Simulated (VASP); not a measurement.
Data:

```xyz
2
Lattice="0.0000 2.9689 2.9689 2.9689 0.0000 2.9689 2.9689 2.9689 0.0000" Properties=species:S:1:pos:R:3 pbc="T T T"
Mg     0.0000     0.0000     0.0000
Se     1.4845     1.4845     1.4845
```

The numbers are results of LDA (Ceperley-Alder, Perdew-Zunger), VASP's LDA PAW potentials (set 64) (plane waves; VASP 6.6.1), not measurements. Run with 400 eV cut-off, 7×7×7 Γ-centred mesh, Gaussian smearing of 0.050 eV, potentials Mg Se.

Energy and stress use the plane-wave basis of the starting cell.

### Question
The ions, cell shape and volume are relaxed. Which structure does the run end with?

### Answer

```xyz
2
Lattice="0.0000 2.9329 2.9329 2.9329 0.0000 2.9329 2.9329 2.9329 0.0000" Properties=species:S:1:pos:R:3 pbc="T T T"
Mg     0.0000     0.0000     0.0000
Se     1.4665     1.4665     1.4665
```
Space group F-43m (216), at a tolerance of 0.03 Å.

### Question
How do energy and volume change from the first to the last step?

### Answer
The energy (σ→0) changes by -5.4 meV/atom and the volume by -3.6 %, in 3 ionic steps.

The structure comes from a computed database's MgSe entry (F-43m); how it stands against other phases isn't given here. This run relaxes it. Symmetry was kept, so distortions that lower it aren't found.
